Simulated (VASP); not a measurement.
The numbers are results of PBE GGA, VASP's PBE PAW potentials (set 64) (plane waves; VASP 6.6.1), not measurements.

Input for VASP

### KPOINTS
```
Automatic mesh
0
Gamma
6 6 1
0 0 0
```

INCAR:
```
# general
SYSTEM =Bi2Se3
PREC   =Accurate
ENCUT  =400
LREAL  =.FALSE.
LASPH  =.TRUE.

# electronic loop
EDIFF  =1E-6
NELM   =100
ALGO   =Normal
LMAXMIX=4

# smearing
ISMEAR =0
SIGMA  =0.05

# functional
GGA    =PE

# output
LWAVE  =.FALSE.
LCHARG =.TRUE.
```

POSCAR:
```
Bi2Se3
1.0
  4.1797443709   0.0000000000   0.0000000000
 -2.0898721855   3.6197654241   0.0000000000
  0.0000000000   0.0000000000  22.0997928647
Bi Se
2 3
Cartesian
 -0.0000020899   2.4131781560   9.1015587284
 -2.0898721855   3.6197654241  12.9982341363
  4.1797443709   0.0000000000   7.5350907091
  2.0898742753   1.2065872681  11.0498964323
 -0.0000020899   2.4131781560  14.5647021556
```

POTCAR, in this order: Bi_d Se (PBE.64 set). Program: vasp_std.

The run wrote:

**OUTCAR**
```
 ion  position               nearest neighbor table
   1  0.333  0.667  0.412-   3 2.88   3 2.88   3 2.88   4 3.10   4 3.10   4 3.10
   2  0.000  0.000  0.588-   5 2.88   5 2.88   5 2.88   4 3.10   4 3.10   4 3.10
   3  0.000  0.000  0.341-   1 2.88   1 2.88   1 2.88
   4  0.667  0.333  0.500-   1 3.10   2 3.10   1 3.10   2 3.10   2 3.10   1 3.10
   5  0.333  0.667  0.659-   2 2.88   2 2.88   2 2.88
  LATTYP: Found a hexagonal cell.
 ALAT       =     4.1797443709
 C/A-ratio  =     5.2873551355
 Subroutine PRICEL returns:
 Original cell was already a primitive cell.
 Subroutine GETGRP returns: Found 12 space group operations
The static configuration has the point symmetry C_3v.
 The point group associated with its full space group is D_3d.
The dynamic configuration has the point symmetry C_3v.
 Subroutine INISYM returns: Found 12 space group operations
 Subroutine IBZKPT returns following result:
 Found      7 irreducible k-points:

 Following reciprocal coordinates:
            Coordinates               Weight
  0.000000  0.000000  0.000000      1.000000
  0.166667  0.000000  0.000000      6.000000
  0.333333 -0.000000  0.000000      6.000000
  0.500000  0.000000  0.000000      3.000000
  0.166667  0.166667  0.000000      6.000000
  0.333333  0.166667  0.000000     12.000000
  0.333333  0.333333  0.000000      2.000000
   k-points           NKPTS =      7   k-points in BZ     NKDIM =      7   number of bands    NBANDS=     28
   number of dos      NEDOS =    301   number of ions     NIONS =      5
   total plane-waves  NPLWV = 112896
   dimension x,y,z NGX =    28 NGY =   28 NGZ =  144
   dimension x,y,z NGXF=    56 NGYF=   56 NGZF=  288
   ions per type =               2   3
   PREC   = accura    normal or accurate (medium, high low for compatibility)
   ISTART =      0    job   : 0-new  1-cont  2-samecut
   ICHARG =      2    charge: 1-file 2-atom 10-const
   ISPIN  =      1    spin polarized calculation?
   LNONCOLLINEAR =      F non collinear calculations
   LSORBIT =      F    spin-orbit coupling
   INIWAV =      1    electr: 0-lowe 1-rand  2-diag
   ENCUT  =  400.0 eV  29.40 Ry    5.42 a.u.   6.82  6.82 36.04*2*pi/ulx,y,z
   NELM   =    100;   NELMIN=  2; NELMDL= -5     # of ELM steps
   EDIFF  = 0.1E-05   stopping-criterion for ELM
   LREAL  =      F    real-space projection
   NLSPLINE    = F    spline interpolate recip. space projectors
   LMAXMIX     =    4 max onsite mixed and CHGCAR
   VOSKOWN=      0    Vosko Wilk Nusair interpolation
   EDIFFG = 0.1E-04   stopping-criterion for IOM
   NSW    =      0    number of steps for IOM
   NBLOCK =      1;   KBLOCK =      1    inner block; outer block
   IBRION =     -1    ionic relax: 0-MD 1-quasi-New 2-CG
   NFREE  =      0    steps in history (QN), initial steepest desc. (CG)
   ISIF   =      2    stress and relaxation
   ISYM   =      2    0-nonsym 1-usesym 2-fastsym
   TEIN   =    0.0    initial temperature
   TEBEG  =    0.0;   TEEND  =   0.0 temperature during run
   SMASS  =  -3.00    Nose mass-parameter (am)
   PSTRESS=    0.0 pullay stress
   NELECT =      48.0000    total number of electrons
   EFERMI =   0.00;   METHOD = LEGACY
   ISMEAR =     0;   SIGMA  =   0.05  broadening in eV -4-tet -1-fermi 0-gaus
   IALGO  =     38    algorithm
   LDIAG  =      T    sub-space diagonalisation (order eigenvalues)
   IMIX   =      4    mixing-type and parameters
     AMIX     =   0.40;   BMIX     =  1.00
     AMIX_MAG =   1.60;   BMIX_MAG =  1.00
     AMIN     =   0.10
   GGA     = PE    functional components
   VOSKOWN =     0    Vosko Wilk Nusair interpolation
   LHFCALC =     F    Hartree Fock is set to
   LHFONE  =     F    Hartree Fock one center treatment
   AEXX    =    0.0000 exact exchange contribution
   IVDW    =     0    specifies the selected vdW correction
   LEPSILON=     F    determine dielectric tensor
...
```

**OSZICAR**
```
       N       E                     dE             d eps       ncg     rms          rms(c)
DAV:   1     0.367267607616E+03    0.36727E+03   -0.19137E+04   488   0.119E+03
DAV:   2     0.190792466360E+02   -0.34819E+03   -0.34146E+03   496   0.317E+02
DAV:   3    -0.197003404427E+02   -0.38780E+02   -0.38215E+02   480   0.123E+02
DAV:   4    -0.210432945035E+02   -0.13430E+01   -0.13359E+01   472   0.252E+01
DAV:   5    -0.211055392227E+02   -0.62245E-01   -0.62179E-01   540   0.508E+00    0.502E+00
DAV:   6    -0.202007201022E+02    0.90482E+00   -0.23762E+00   448   0.890E+00    0.312E+00
DAV:   7    -0.202079202371E+02   -0.72001E-02   -0.47228E-01   468   0.328E+00    0.156E+00
DAV:   8    -0.202193241291E+02   -0.11404E-01   -0.91171E-02   532   0.154E+00    0.500E-01
DAV:   9    -0.202178166347E+02    0.15075E-02   -0.14220E-02   512   0.712E-01    0.163E-01
DAV:  10    -0.202182888326E+02   -0.47220E-03   -0.34180E-03   444   0.280E-01    0.639E-02
DAV:  11    -0.202184609246E+02   -0.17209E-03   -0.49783E-04   544   0.121E-01    0.388E-02
DAV:  12    -0.202185598820E+02   -0.98957E-04   -0.98394E-05   512   0.610E-02    0.142E-02
DAV:  13    -0.202185876176E+02   -0.27736E-04   -0.30925E-05   488   0.451E-02    0.527E-03
DAV:  14    -0.202186171225E+02   -0.29505E-04   -0.37052E-06   380   0.107E-02    0.192E-03
DAV:  15    -0.202186443806E+02   -0.27258E-04   -0.12478E-06   320   0.614E-03    0.149E-03
DAV:  16    -0.202186737920E+02   -0.29411E-04   -0.85365E-07   308   0.404E-03    0.740E-04
DAV:  17    -0.202186968111E+02   -0.23019E-04   -0.59266E-07   276   0.247E-03    0.935E-04
DAV:  18    -0.202186993868E+02   -0.25757E-05   -0.92000E-08   264   0.201E-03    0.423E-04
DAV:  19    -0.202187000591E+02   -0.67234E-06   -0.69370E-08   240   0.122E-03
   1 F= -.20218700E+02 E0= -.20218700E+02  d E =-.940621E-14
```

**OUTCAR**
```
------------------------ aborting loop because EDIFF is reached ----------------------------------------
  FORCE on cell =-STRESS in cart. coord.  units (eV):
  Direction    XX          YY          ZZ          XY          YZ          ZX
  --------------------------------------------------------------------------------------
  Total        0.0695109      0.0695109      0.0839454     -0.0000000      0.0000000      0.0000000
  in kB        0.3330773      0.3330774      0.4022434     -0.0000000      0.0000000      0.0000000
  external PRESSURE =       0.3561327 kB  Pullay stress =       0.0000000 kB
  volume of cell :      334.36
      direct lattice vectors                 reciprocal lattice vectors
     4.179744371  0.000000000  0.000000000     0.239249081  0.138130498  0.000000000
    -2.089872185  3.619765424  0.000000000     0.000000000  0.276260996  0.000000000
     0.000000000  0.000000000 22.099792865     0.000000000  0.000000000  0.045249293
 POSITION                                       TOTAL-FORCE (eV/Angst)
 -----------------------------------------------------------------------------------
     -0.00000      2.41318      9.10156         0.000000      0.000000     -0.004035
      0.00000      0.00000     12.99823        -0.000000     -0.000000      0.004035
      0.00000      0.00000      7.53509         0.000000      0.000000     -0.019000
      2.08987      1.20659     11.04990         0.000000     -0.000000      0.000000
     -0.00000      2.41318     14.56470        -0.000000     -0.000000      0.019000
 -----------------------------------------------------------------------------------
    total drift:                                0.002150     -0.001241      0.000719
  FREE ENERGIE OF THE ION-ELECTRON SYSTEM (eV)
  ---------------------------------------------------
  free  energy   TOTEN  =       -20.2187000591 eV

  energy  without entropy=      -20.2187000591  energy(sigma->0) =      -20.21870006
```
(Selected blocks of OUTCAR.)

The cell holds a wide vacuum, so values per volume refer to the whole cell.

The cell is a sheet with vacuum, built from a generated structure.
